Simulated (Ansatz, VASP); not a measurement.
## InP: VASP beside Ansatz

Aim: how closely do two programs agree when they are given the same cell, functional and k mesh? The cell is taken from a series of runs on this material, whose earlier steps may have relaxed, scaled, displaced or heated it; both programs get it as it stands.

Method: plane waves, with VASP 6.6.1 beside it; zone-centre phonons at LDA, in Ansatz 0.2.0.

In doubt: the program warns that the response may not be converged on this k-mesh, which bears on the force constants and all frequencies.

## (1) Set-up

It takes space group F-43m (No. 216, cubic). The conventional cell has a = 5.823 Å, b = 5.823 Å, c = 5.823 Å, α = 90.00°, β = 90.00°, γ = 90.00°. Nearest to In lie 4 P at 2.52 Å. P has 4 In at 2.52 Å nearest. Farther neighbours are not listed.

As a file:

```cif
data_structure
_symmetry_space_group_name_H-M 'F-43m'
_symmetry_Int_Tables_number 216
_cell_length_a 5.8229
_cell_length_b 5.8229
_cell_length_c 5.8229
_cell_angle_alpha 90.000
_cell_angle_beta 90.000
_cell_angle_gamma 90.000
_cell_volume 197.44
loop_
_atom_site_label
_atom_site_type_symbol
_atom_site_symmetry_multiplicity
_atom_site_Wyckoff_symbol
_atom_site_fract_x
_atom_site_fract_y
_atom_site_fract_z
_atom_site_occupancy
In1 In 4 a 0.00000 0.00000 0.00000 1
P1 P 4 d 0.25000 0.25000 0.75000 1
```

## (2) Ansatz: zone-centre phonons, LDA

Ansatz runs on norm-conserving files, of PseudoDojo where its log says so.

Second derivatives magnify differences that forces hide, and they need a tight electronic threshold.

File input.yaml:

```yaml
crystal:
  lattice:
    - [0.0, 2.9114697575, 2.9114697575]
    - [2.9114697575, 0.0, 2.9114697575]
    - [2.9114697575, 2.9114697575, 0.0]
  atoms:
    - { symbol: In, position: [0.0, 0.0, 0.0] }
    - { symbol: P, position: [0.25, 0.25, 0.25] }
kpoints:
  mp_grid: { grid: [12, 12, 12] }
hamiltonian:
  xc: lda
  pseudopotentials: { kind: nc, accuracy: standard }
scf:
  occupations: { method: fixed }
output:
  eigenvalues: true
basis:
  ecutwfc: 843.553
phonons:
  method: dfpt
  dielectric: true
  rigid_motions: translations
```

Command:

```console
ansatz run input.yaml --threads 4 --pin off --max-ram 16384MiB --backend cpu --events-out ev --progress --plain --runs-dir out
```

Log:

```text
Warning: basis.ecutwfc = 843.553 eV is below the records' recommended 952.398519 eV, and the density's cutoff is lower with it unless basis.ecutrho_ratio is high enough to keep the records' density cutoff: compare with a run at a higher cutoff
Engine: ansatz 0.2.0, aarch64-unknown-linux-gnu
Pseudopotentials: kind: nc
Pseudopotential: In, nc, valence charge 13, recommended cutoff 952.398519 eV (normal), In.nc.azcp (PseudoDojo's, or run here from an input of PseudoDojo's; its table is named by hamiltonian.pseudopotentials.accuracy)
Pseudopotential: P, nc, valence charge 5, recommended cutoff 653.07327 eV (normal), P.nc.azcp (PseudoDojo's, or run here from an input of PseudoDojo's; its table is named by hamiltonian.pseudopotentials.accuracy)
Functional definition: SPW92
  exchange = slater_x
  correlation = pw_c
Crystal: 2 atoms, lattice volume = 49.359 Å³
Basis set: ecut = 843.553 eV, 2733 PW (Γ), exchange–correlation on 80×80×80 points (8 copies of the dense FFT grid, shifted against one another)
Bands: 13, of which v1, the nominal top of the filled ones, is band 9 counted from 1 (8 counted from 0)
Symmetry: 24 space group operations
k-points: 280 of 1728 (irreducible under 4 space group operations, time reversal used)
Non-local potential: In, projectors of the file, l = 0: 2, l = 1: 2, l = 2: 2
Non-local potential: P, projectors of the file, l = 0: 2, l = 1: 2, l = 2: 2
Initial density: superposition of atomic densities (chi_scale 0.1, normalization cell, long waves kept (reshape's long-wave potential 0.00 eV rms))
Initial wavefunctions: pseudopotential atomic-orbital guess
Functional: x = slater, c = lda
SCF iter   1: F=—  HF=-1992.637744 eV  |F-HF|=—  |Δ(HF+E_count)|=         —  Δρ=3.30e-2  dr2=7.92e-1  ethr=3.10e-3  ⟨swp⟩=5.3  Hψ=19424  notcnv=0  defer=519
preconditioner: auto → none  [insulator: Δε(μ)=0.926 eV  Ē_g=14.515 eV  n_scr=14 (ndim 8)  ℏωp=22.4 eV  f_vac=0.000  ε∞_Penn≈3.4]
SCF iter   2: F=—  HF=-1992.408908 eV  |F-HF|=—  |Δ(HF+E_count)|=   2.29e-1  Δρ=1.40e-2  dr2=7.18e-2  ethr=3.10e-3  ⟨swp⟩=3.4  Hψ=7844  notcnv=0  defer=523
SCF iter   3: F=—  HF=-1992.393158 eV  |F-HF|=—  |Δ(HF+E_count)|=   1.58e-2  Δρ=5.82e-3  dr2=1.12e-2  ethr=3.99e-4  ⟨swp⟩=2.5  Hψ=5109  notcnv=0  defer=546
SCF iter   4: F=—  HF=-1992.390764 eV  |F-HF|=—  |Δ(HF+E_count)|=   2.39e-3  Δρ=3.92e-4  dr2=4.71e-5  ethr=6.22e-5  ⟨swp⟩=2.1  Hψ=4301  notcnv=0  defer=550
SCF iter   5: F=—  HF=-1992.390829 eV  |F-HF|=—  |Δ(HF+E_count)|=   6.51e-5  Δρ=1.89e-4  dr2=1.04e-5  ethr=2.62e-7  ⟨swp⟩=4.0  Hψ=9276  notcnv=0  defer=515
SCF iter   6: F=—  HF=-1992.390824 eV  |F-HF|=—  |Δ(HF+E_count)|=   4.86e-6  Δρ=7.02e-5  dr2=1.19e-6  ethr=5.79e-8  ⟨swp⟩=2.0  Hψ=5071  notcnv=0  defer=283
SCF iter   7: F=—  HF=-1992.390824 eV  |F-HF|=—  |Δ(HF+E_count)|=   1.93e-7  Δρ=2.39e-5  dr2=1.76e-7  ethr=6.63e-9  ⟨swp⟩=2.2  Hψ=5917  notcnv=0  defer=125
SCF iter   8: F=—  HF=-1992.390824 eV  |F-HF|=—  |Δ(HF+E_count)|=   5.41e-8  Δρ=3.81e-6  dr2=4.00e-9  ethr=9.80e-10  ⟨swp⟩=2.8  Hψ=6472  notcnv=0  defer=125
SCF iter   9: F=—  HF=-1992.390824 eV  |F-HF|=—  |Δ(HF+E_count)|=  3.47e-10  Δρ=7.87e-7  dr2=2.16e-10  ethr=2.22e-11  ⟨swp⟩=2.8  Hψ=6866  notcnv=0  defer=125
SCF iter  10: F=-1992.390824 eV  HF=-1992.390824 eV  |F-HF|=2.50e-12  |Δ(HF+E_count)|=  5.23e-11  Δρ=1.02e-7  dr2=4.22e-12  ethr=1.00e-12  ⟨swp⟩=13.9  Hψ=34181  notcnv=0
SCF 1 converged in 10 iterations: F = -1992.390824 eV  dr2 = 4.22e-12
  Residual-converged pass: ⟨swp⟩=1.0  Hψ=4769  notcnv=0  max |occ|·‖R‖ = 7.1e-9 eV (tolerance 1.0e-8 eV)  dr2=4.22e-12  max |Δocc| = 0.0e0
NSCF: frozen V_eff on 1 k-points
DFPT response loops at Γ: preconditioner auto → none (the input reference at scf.mixing.eps_inf says where Resta's filter doesn't serve); β = 0.50; Broyden in place of MSR1
── the response to a field inside a basis, on 14×14×14 k-points: an SCF that follows is theirs, and a resumed run solves both again ──
Bands: 10, of which v1, the nominal top of the filled ones, is band 9 counted from 1 (8 counted from 0)
k-points: 280
Initial density: handed on by an earlier stage of this run
Initial wavefunctions: pseudopotential atomic-orbital guess (no wavefunctions were taken with the density)
Eigensolver: Dense (280 Hₖ)
SCF iter   1: F=—  HF=-1992.392571 eV  |F-HF|=—  |Δ(HF+E_count)|=         —  Δρ=3.02e-4  dr2=9.48e-6  ethr=1.00e-1
preconditioner: auto → none  [insulator: Δε(μ)=0.635 eV  Ē_g=12.570 eV  n_scr=14 (ndim 8)  ℏωp=22.4 eV  f_vac=0.008  ε∞_Penn≈4.2]
SCF iter   2: F=—  HF=-1992.392567 eV  |F-HF|=—  |Δ(HF+E_count)|=   4.22e-6  Δρ=1.31e-4  dr2=1.00e-6  ethr=5.27e-8
SCF iter   3: F=—  HF=-1992.392567 eV  |F-HF|=—  |Δ(HF+E_count)|=   3.99e-7  Δρ=4.27e-5  dr2=1.21e-7  ethr=5.58e-9
SCF iter   4: F=-1992.392567 eV  HF=-1992.392567 eV  |F-HF|=4.53e-9  |Δ(HF+E_count)|=   4.06e-8  Δρ=7.70e-6  dr2=7.35e-9  ethr=6.73e-10
SCF 1 converged in 4 iterations: F = -1992.392567 eV  dr2 = 7.35e-9
DFPT response loops at Γ: mixed as the last ones told, above
WARN: field response: ε∞ stands inside a basis, on 14×14×14 points; the force constants stand on the 12×12×12 k-mesh, whose period is 9.97 times the interband length at k = (0.0000, 0.0000, 0.0000), direct gap 0.594 eV, under 14: take them and everything formed from them as unconverged, and compare with a denser kpoints.mp_grid
SCF converged after 10 iterations
Free energy (F): -1992.390824 eV
Harris-Foulkes:  -1992.390824 eV  (|F-HF|=2.50e-12)
Internal energy: -1992.390824 eV  (E = F + TS)
E sigma→0 (E₀):  -1992.390824 eV
Fermi energy:    7.135095 eV
--- Per-component energies (eV) ---
  E_band       = -51.161130
  E_kinetic    = 1203.340603
  E_local      = -1496.634208  (includes V_loc(G=0)·N_el)
  E_nonlocal   = -372.609634
  E_hartree    = 495.142304
  E_xc         = -592.942686
  E_vxc        = -375.542532  (∫ρ·V_xc dr)
  E_ewald      = -1228.687203
  E_smearing   = -0.000000  (= −TS)
  E_closure    = -0.000000  (closes the sum)
  Σ components = -1992.390824   (vs F -1992.390824, Δ=0.00e0)
--- Band table (eV; the first three rows and the last of 280) ---
  k-point 0: bands = [... 5 lower, -4.5581, 7.1351, 7.1351, 7.1351, 7.7294, 11.1010, 11.1010, 11.1010]
  k-point 1: bands = [... 5 lower, -4.4751, 6.1692, 7.0412, 7.0412, 8.4226, 11.1368, 11.2403, 11.2403]
  k-point 2: bands = [... 5 lower, -4.2331, 4.8658, 6.8128, 6.8128, 8.8335, 11.5263, 11.5569, 11.5569]
  k-point 279: bands = [... 5 lower, -1.9639, 1.3274, 4.0495, 4.0744, 11.3291, 11.4896, 12.6012, 13.1900]
--- Phonons (Γ-DFPT): 2 representative perturbations + reference, on 280 of 1728 k-points (Σ response iterations 6) ---
  k mesh reduced under 4 symmetry operations, with k and −k counted as one. Each operation leaves every solved perturbation unchanged. A smaller set is not considered because the run solves the response to a homogeneous field
  ASR residual: 2.454e-4 → 0.000e0 eV/Å²; symmetrization residual: 8.107e-6 eV/Å²
  ASR residual per site (eV/Å²): 2.45e-4 1.10e-5
  Γ frequencies (cm⁻¹): 0.00 0.00 0.00 304.14 304.14 304.14
  ε∞ (high-frequency dielectric tensor):
       11.595064    -0.000000     0.000000
       -0.000000    11.595064     0.000000
        0.000000     0.000000    11.595064
  ε⁰ (static dielectric tensor: ions relaxed, cell fixed):
       14.270866    -0.000000     0.000000
       -0.000000    14.270866    -0.000000
        0.000000    -0.000000    14.270866
  ε⁰ − ε∞ (ionic part):
        2.675803     0.000000    -0.000000
        0.000000     2.675803    -0.000000
       -0.000000    -0.000000     2.675803
  softest optical mode at Γ: 304.14 cm⁻¹; the repairs (sum rule, projections) moved no ω² at Γ by more than (1.00 cm⁻¹)²
  Born effective charges Z* (e; rows j = field, columns β = displacement):
    site 0:
         2.46100   -0.00000    0.00000
         0.00000    2.46100    0.00000
        -0.00000    0.00000    2.46100
    site 1:
        -2.46100    0.00000   -0.00000
        -0.00000   -2.46100   -0.00000
         0.00000   -0.00000   -2.46100
  Z* charge neutrality: 8.927e-4 e pre-enforcement
  solved inside a basis spanned on kpoints, on 14×14×14 k-points transformed towards the longest dipole: ε∞ is read to err by 3.5e-2, Z* by 1.4e-2 e (field_mesh: kpoints solves on kpoints); Z* is corrected for what the basis lacks
  optical modes at Γ without the LO–TO term, one row a degenerate level:
      ω (cm⁻¹)  modes    IR ((D/Å)²/amu)
        304.14      3            17.1845
  optical modes at Γ + LO–TO along q̂ = [1.0000, 0.0000, 0.0000]:
      ω (cm⁻¹)  modes    IR ((D/Å)²/amu)
        304.14      2            11.4563
        337.42      1             5.7282
  optical modes at Γ + LO–TO along q̂ = [0.0000, 1.0000, 0.0000]:
      ω (cm⁻¹)  modes    IR ((D/Å)²/amu)
        304.14      2            11.4563
        337.42      1             5.7282
  optical modes at Γ + LO–TO along q̂ = [0.0000, 0.0000, 1.0000]:
      ω (cm⁻¹)  modes    IR ((D/Å)²/amu)
        304.14      2            11.4563
        337.42      1             5.7282
```

(Part 1 of 2 ends here.)

[Lines on the potential files, build, host, timing and source positions are cut from VASP's logs without a mark.]

[Logs are printed without paths, hosts, clocks, repeated set-up lines and the standing remarks that a program may print on its own settings, such as how far it seeks lower states.]

[Hosts, paths, dates, database ids (printed as entryN), source tags and the programs' standing remarks are cut or masked in the printed files.]
